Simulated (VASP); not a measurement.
# TiSi2: structure and properties in VASP, part 5 of 6

What structure does TiSi2 take at this level, and what are its properties? The start is a computed cell from the Materials Project.

VASP 6.6.1; PBE with D3; plane waves and PAW (Ti_sv, Si).

Still holding for the runs below: The k-mesh is coarse for a metal.

So far. Step 9 (Volume scan with PBE + D3 (run 2)): The pressure falls from 11.16 to 7.03 GPa. Step 9 (Volume scan with PBE + D3 (run 2)): The run ends at a pressure of 7.03 GPa, with forces up to 0.020 eV/Å.

**10. Volume scan with PBE + D3 (run 3)**

INCAR reads:

```
SYSTEM = TiSi2
PREC = Accurate
ENCUT = 400
EDIFF = 1E-06
NELM = 100
ISMEAR = 0
SIGMA = 0.05
LREAL = .FALSE.
ALGO = Normal
GGA = PE
IVDW = 11
NBANDS = 26
LORBIT = 11
LWAVE = .FALSE.
LCHARG = .FALSE.
KPAR = 2
ISIF = 2
```

POSCAR reads:

```
TiSi2
1.0
    0.0000000000      4.0541620448      4.1987670759
    2.3581802652      0.0000000000      4.1987670759
    2.3581802652      4.0541620448      0.0000000000
Ti Si
2 4
Direct
    0.7500000000      0.7500000000      0.7500000000
    0.5000000000      0.5000000000      0.5000000000
    0.4137701645      0.0862298355      0.4137701645
    0.0862298355      0.4137701645      0.0862298355
    0.1637701645      0.8362298355      0.1637701645
    0.8362298355      0.1637701645      0.8362298355
```

KPOINTS reads:

```
Automatic mesh
0
Gamma
6 6 6
0 0 0
```

PAW data sets: Ti_sv and Si (PBE family, release 64).

The run is started by

```
> mpirun -np 2 vasp_std
```

The program printed:

```text
[... set-up lines as in an earlier step ...]
 entering main loop
       N       E                     dE             d eps       ncg     rms          rms(c)
DAV:   1     0.348566286185E+03    0.34857E+03   -0.16641E+04  2392   0.138E+03
DAV:   2     0.122443243669E+01   -0.34734E+03   -0.34148E+03  2396   0.420E+02
DAV:   3    -0.410062729569E+02   -0.42231E+02   -0.41549E+02  4228   0.122E+02
DAV:   4    -0.438147736159E+02   -0.28085E+01   -0.28007E+01  3272   0.295E+01
[...]
DAV:  12    -0.405844711774E+02    0.26985E-04   -0.51733E-04  3416   0.180E-01    0.158E-02
DAV:  13    -0.405844678894E+02    0.32880E-05   -0.32188E-05  3272   0.511E-02    0.137E-02
DAV:  14    -0.405844669281E+02    0.96122E-06   -0.19197E-06  2504   0.119E-02
   1 F= -.42783840E+02 E0= -.42782621E+02  d E =-.243678E-02
```

Elapsed: 44 s, on 2 MPI ranks of Intel Xeon Platinum 8488C (Sapphire Rapids), shared host; peak memory 0.42 GiB.

OUTCAR, selected parts (step 10):

```text
 Edisp (eV)   -2.19937

  Total       1.62646     1.41928     1.95609     0.00000     0.00000     0.00000
  in kB      32.45814    28.32355    39.03641     0.00000     0.00000     0.00000
  external pressure =       33.27 kB  Pullay stress =        0.00 kB

 POSITION                                       TOTAL-FORCE (eV/Angst)
 -----------------------------------------------------------------------------------
      3.53727      6.08124      6.29815         0.000000     -0.000000     -0.000000
      2.35818      4.05416      4.19877         0.000000      0.000000     -0.000000
      1.17909      3.35498      2.09938        -0.000000      0.009503      0.000000
      1.17909      0.69918      2.09938        -0.000000     -0.009503      0.000000
      2.35818      1.32790      4.19877         0.000000      0.009503      0.000000
      2.35818      6.78042      4.19877         0.000000     -0.009503      0.000000
 -----------------------------------------------------------------------------------
    total drift:                               -0.000000     -0.000000      0.000000

  FREE ENERGIE OF THE ION-ELECTRON SYSTEM (eV)
  ---------------------------------------------------
  free  energy   TOTEN  =       -42.7838398181 eV

  energy  without entropy=      -42.7814030401  energy(sigma->0) =      -42.78262143

[... 1 part as in an earlier step ...]

[... 2 further parts left out ...]
[key lines of the parts left out:]
E-fermi :  10.7981
```

The pressure falls from 7.03 to 3.33 GPa.

The run ends at a pressure of 3.33 GPa, with forces up to 0.0095 eV/Å.

**11. Volume scan with PBE + D3 (run 4)**

INCAR is that of step 10.

Edit POSCAR of step 10 so:

```diff
@@ -2,5 +2,5 @@
 1.0
-    0.0000000000      4.0541620448      4.1987670759
-    2.3581802652      0.0000000000      4.1987670759
-    2.3581802652      4.0541620448      0.0000000000
+    0.0000000000      4.0815558626      4.2271379843
+    2.3741143990      0.0000000000      4.2271379843
+    2.3741143990      4.0815558626      0.0000000000
 Ti Si
```

KPOINTS is that of step 10.

The run is started by

```
> mpirun -np 2 vasp_std
```

The program printed:

```text
[... set-up lines as in an earlier step ...]
 entering main loop
       N       E                     dE             d eps       ncg     rms          rms(c)
[... 14 cycles as in an earlier step ...]
   1 F= -.42804226E+02 E0= -.42802962E+02  d E =-.252814E-02
```

The job ended after 43 s (2 MPI ranks; peak memory 0.43 GiB).

From OUTCAR (step 11):

```text
 Edisp (eV)   -2.14223

[... 6 parts as in an earlier step ...]

[... 1 further part left out ...]
[key lines of the parts left out:]
E-fermi :  10.5489
```

The pressure falls from 3.33 to 0.00 GPa.

The run ends at a pressure of 0.00 GPa, with forces up to 5.2e-4 eV/Å.

**12. Volume scan with PBE + D3 (run 5)**

INCAR is that of step 11.

Edit POSCAR of step 11 so:

```diff
@@ -2,5 +2,5 @@
 1.0
-    0.0000000000      4.0815558626      4.2271379843
-    2.3741143990      0.0000000000      4.2271379843
-    2.3741143990      4.0815558626      0.0000000000
+    0.0000000000      4.1085868216      4.2551330914
+    2.3898374691      0.0000000000      4.2551330914
+    2.3898374691      4.1085868216      0.0000000000
 Ti Si
```

KPOINTS is that of step 11.

The run is started by

```
> mpirun -np 2 vasp_std
```

The program printed:

```text
[... set-up lines as in an earlier step ...]
 entering main loop
       N       E                     dE             d eps       ncg     rms          rms(c)
DAV:   1     0.345451327454E+03    0.34545E+03   -0.16575E+04  2392   0.138E+03
DAV:   2     0.567329881088E+00   -0.34488E+03   -0.33901E+03  2398   0.419E+02
DAV:   3    -0.411834872132E+02   -0.41751E+02   -0.41053E+02  4234   0.122E+02
DAV:   4    -0.441112323658E+02   -0.29277E+01   -0.29195E+01  3248   0.298E+01
[...]
DAV:  13    -0.407052385546E+02    0.27327E-05   -0.31849E-05  3288   0.503E-02    0.142E-02
DAV:  14    -0.407052374805E+02    0.10741E-05   -0.18522E-06  2584   0.118E-02    0.373E-03
DAV:  15    -0.407052371051E+02    0.37544E-06   -0.10317E-06  1884   0.795E-03
   1 F= -.42792338E+02 E0= -.42791024E+02  d E =-.262735E-02
```

Elapsed: 46 s, on 2 MPI ranks; peak memory 0.43 GiB.

OUTCAR, selected parts (step 12):

```text
 Edisp (eV)   -2.08710

  Total      -1.51678    -1.32455    -1.82939     0.00000     0.00000     0.00000
  in kB     -29.08235   -25.39653   -35.07629     0.00000     0.00000     0.00000
  external pressure =      -29.85 kB  Pullay stress =        0.00 kB

 POSITION                                       TOTAL-FORCE (eV/Angst)
 -----------------------------------------------------------------------------------
      3.58476      6.16288      6.38270        -0.000000      0.000000      0.000000
      2.38984      4.10859      4.25513         0.000000      0.000000     -0.000000
      1.19492      3.40002      2.12757        -0.000000     -0.007728      0.000000
      1.19492      0.70857      2.12757        -0.000000      0.007728      0.000000
      2.38984      1.34573      4.25513         0.000000     -0.007728     -0.000000
      2.38984      6.87145      4.25513         0.000000      0.007728     -0.000000
 -----------------------------------------------------------------------------------
    total drift:                               -0.000000     -0.000000      0.000000

  FREE ENERGIE OF THE ION-ELECTRON SYSTEM (eV)
  ---------------------------------------------------
  free  energy   TOTEN  =       -42.7923375002 eV

  energy  without entropy=      -42.7897101499  energy(sigma->0) =      -42.79102383

[... 1 part as in an earlier step ...]

[... 2 further parts left out ...]
[key lines of the parts left out:]
E-fermi :  10.3080
```

The pressure falls from 0.00 to -2.99 GPa.

The run ends at a pressure of -2.99 GPa, with forces up to 0.0077 eV/Å.

**13. Volume scan with PBE + D3 (run 6)**

INCAR is that of step 12.

Edit POSCAR of step 12 so:

```diff
@@ -2,5 +2,5 @@
 1.0
-    0.0000000000      4.1085868216      4.2551330914
-    2.3898374691      0.0000000000      4.2551330914
-    2.3898374691      4.1085868216      0.0000000000
+    0.0000000000      4.1352667044      4.2827646000
+    2.4053563291      0.0000000000      4.2827646000
+    2.4053563291      4.1352667044      0.0000000000
 Ti Si
```

KPOINTS is that of step 12.

The run is started by

```
> mpirun -np 2 vasp_std
```

The program printed:

```text
[... set-up lines as in an earlier step ...]
 entering main loop
       N       E                     dE             d eps       ncg     rms          rms(c)
DAV:   1     0.346936353616E+03    0.34694E+03   -0.16594E+04  2392   0.136E+03
DAV:   2     0.622678631582E+00   -0.34631E+03   -0.34034E+03  2410   0.417E+02
DAV:   3    -0.412773693564E+02   -0.41900E+02   -0.41217E+02  4300   0.121E+02
DAV:   4    -0.442047416662E+02   -0.29274E+01   -0.29190E+01  3260   0.294E+01
[...]
DAV:  13    -0.407174594394E+02    0.23779E-05   -0.30954E-05  3328   0.493E-02    0.135E-02
DAV:  14    -0.407174584352E+02    0.10041E-05   -0.19201E-06  2466   0.120E-02    0.330E-03
DAV:  15    -0.407174581718E+02    0.26346E-06   -0.10388E-06  1898   0.737E-03
   1 F= -.42751469E+02 E0= -.42750101E+02  d E =-.273625E-02
```

Wall time 53 s (2 MPI ranks); peak memory 0.42 GiB; 1.7 min of CPU time.

OUTCAR, selected parts (step 13):

```text
 Edisp (eV)   -2.03401

  Total      -2.92408    -2.55547    -3.53722     0.00000     0.00000     0.00000
  in kB     -54.98743   -48.05568   -66.51751     0.00000     0.00000     0.00000
  external pressure =      -56.52 kB  Pullay stress =        0.00 kB

 POSITION                                       TOTAL-FORCE (eV/Angst)
 -----------------------------------------------------------------------------------
      3.60803      6.20290      6.42415        -0.000000      0.000000     -0.000000
      2.40536      4.13527      4.28276         0.000000      0.000000      0.000000
      1.20268      3.42210      2.14138         0.000000     -0.014349     -0.000000
      1.20268      0.71317      2.14138         0.000000      0.014349     -0.000000
      2.40536      1.35447      4.28276        -0.000000     -0.014349      0.000000
      2.40536      6.91607      4.28276        -0.000000      0.014349      0.000000
 -----------------------------------------------------------------------------------
    total drift:                               -0.000000     -0.000000      0.000000

  FREE ENERGIE OF THE ION-ELECTRON SYSTEM (eV)
  ---------------------------------------------------
  free  energy   TOTEN  =       -42.7514691556 eV

  energy  without entropy=      -42.7487329050  energy(sigma->0) =      -42.75010103

[... 1 part as in an earlier step ...]

[... 2 further parts left out ...]
[key lines of the parts left out:]
E-fermi :  10.0745
```

The pressure falls from -2.99 to -5.65 GPa.

The run ends at a pressure of -5.65 GPa, with forces up to 0.014 eV/Å.

**14. Volume scan with PBE + D3 (run 7)**

A prediction first. A least-squares parabola for the 6 pressures of evenly scaled cells so far, P = -0.01 -158.0 t +362 t² GPa with t = ln(V/V₁) and V₁ the volume at scale 1, gives -7.98 GPa at t = +0.0583.

INCAR is that of step 13.

Edit POSCAR of step 13 so:

```diff
@@ -2,5 +2,5 @@
 1.0
-    0.0000000000      4.1352667044      4.2827646000
-    2.4053563291      0.0000000000      4.2827646000
-    2.4053563291      4.1352667044      0.0000000000
+    0.0000000000      4.1616066929      4.3100440909
+    2.4206774831      0.0000000000      4.3100440909
+    2.4206774831      4.1616066929      0.0000000000
 Ti Si
```

KPOINTS is that of step 13.

The run is started by

```
> mpirun -np 2 vasp_std
```

The program printed:

```text
[... set-up lines as in an earlier step ...]
 entering main loop
       N       E                     dE             d eps       ncg     rms          rms(c)
DAV:   1     0.345520394133E+03    0.34552E+03   -0.16482E+04  2392   0.135E+03
DAV:   2     0.989329375524E+00   -0.34453E+03   -0.33883E+03  2404   0.415E+02
DAV:   3    -0.413983704141E+02   -0.42388E+02   -0.41357E+02  4246   0.121E+02
DAV:   4    -0.442643906740E+02   -0.28660E+01   -0.28576E+01  3256   0.294E+01
[...]
DAV:  12    -0.407018214882E+02    0.65075E-04   -0.84541E-04  3486   0.213E-01    0.153E-02
DAV:  13    -0.407018195572E+02    0.19310E-05   -0.32149E-05  3228   0.496E-02    0.134E-02
DAV:  14    -0.407018185630E+02    0.99422E-06   -0.21811E-06  2664   0.128E-02
   1 F= -.42684785E+02 E0= -.42683359E+02  d E =-.285145E-02
```

The job ended after 50 s (2 MPI ranks; peak memory 0.43 GiB; 99 s of CPU time).

OUTCAR, selected parts (step 14):

```text
 Edisp (eV)   -1.98297

  Total      -4.22163    -3.68987    -5.12278     0.00000     0.00000     0.00000
  in kB     -77.88994   -68.07890   -94.51636     0.00000     0.00000     0.00000
  external pressure =      -80.16 kB  Pullay stress =        0.00 kB

 POSITION                                       TOTAL-FORCE (eV/Angst)
 -----------------------------------------------------------------------------------
      3.63102      6.24241      6.46507        -0.000000      0.000000     -0.000000
      2.42068      4.16161      4.31004         0.000000     -0.000000      0.000000
      1.21034      3.44390      2.15502        -0.000000     -0.019955      0.000000
      1.21034      0.71771      2.15502        -0.000000      0.019955      0.000000
      2.42068      1.36309      4.31004        -0.000000     -0.019955      0.000000
      2.42068      6.96012      4.31004        -0.000000      0.019955      0.000000
 -----------------------------------------------------------------------------------
    total drift:                               -0.000000     -0.000000      0.000000

  FREE ENERGIE OF THE ION-ELECTRON SYSTEM (eV)
  ---------------------------------------------------
  free  energy   TOTEN  =       -42.6847850197 eV

  energy  without entropy=      -42.6819335737  energy(sigma->0) =      -42.68335930

[... 1 part as in an earlier step ...]

[... 2 further parts left out ...]
[key lines of the parts left out:]
E-fermi :   9.8482
```

The pressure falls from -5.65 to -8.02 GPa. The parabola predicted -7.98 GPa, +0.03 GPa off.

**15. Comparing the runs**

Times are for 2 MPI ranks of Intel Xeon Platinum 8488C (Sapphire Rapids), shared host. Results by setting:

| no. | volume scale | energy above the lowest point (meV/atom) | pressure (GPa) | time | memory (GiB) |
| --- | --- | --- | --- | --- | --- |
| 1 | 0.94 | 28.87 | 11.16 | 47 s | 0.41 |
| 2 | 0.96 | 12.77 | 7.035 | 44 s | 0.41 |
| 3 | 0.98 | 3.39 | 3.327 | 44 s | 0.42 |
| 4 | 1 | 0 | 0.004690 | 43 s | 0.43 |
| 5 | 1.02 | 1.99 | -2.985 | 46 s | 0.43 |
| 6 | 1.04 | 8.81 | -5.652 | 53 s | 0.42 |
| 7 | 1.06 | 19.93 | -8.016 | 50 s | 0.43 |

**16. Fit for PBE + D3**

This step: Birch-Murnaghan fit, PBE with D3; plane waves and PAW (VASP 6.6.1).

No new run; the numbers come from the runs before.

This step gave:

- pressure derivative of the bulk modulus: 4.512
- r.m.s. error of the fit: 3.54e-6 eV/atom
- minimum inside the sampled range: yes
- bulk modulus: 156.0 GPa
- equilibrium volume of the fit: 13.68 Å³/atom

The energy above the fitted minimum by volume:

| volume (Å³/atom) | energy above the fitted minimum (eV/atom) |
| --- | --- |
| 12.835 | 0.0289 |
| 13.108 | 0.0128 |
| 13.381 | 0.00342 |
| 13.654 | 3.3e-5 |
| 13.927 | 0.00202 |
| 14.200 | 0.00884 |
| 14.473 | 0.0200 |

The fit over cells of fixed shape and fractional positions puts the volume +0.22 % from the relaxed one. At a finite cutoff and mesh the minimum of the energy and the zero of the stress don't quite coincide, and the relaxation stops at a threshold. The atoms bear forces along the scan, since they were held; freeing them would lower the modulus.

(Part 5 of 6 ends here.)

[Lines on the potential files, build, host, timing and source positions are cut from VASP's logs without a mark.]

[Logs are printed without paths, hosts, clocks, repeated set-up lines and the standing remarks that a program may print on its own settings, such as how far it seeks lower states.]

[Hosts, paths, dates, database ids (printed as entryN), source tags and the programs' standing remarks are cut or masked in the printed files.]

[A measured line is paired with the nearest computed mode of its activity, which favours agreement.]

[In band tables of VASP the shares of atoms and orbitals are scaled to a sum of 1 inside the atoms' spheres.]
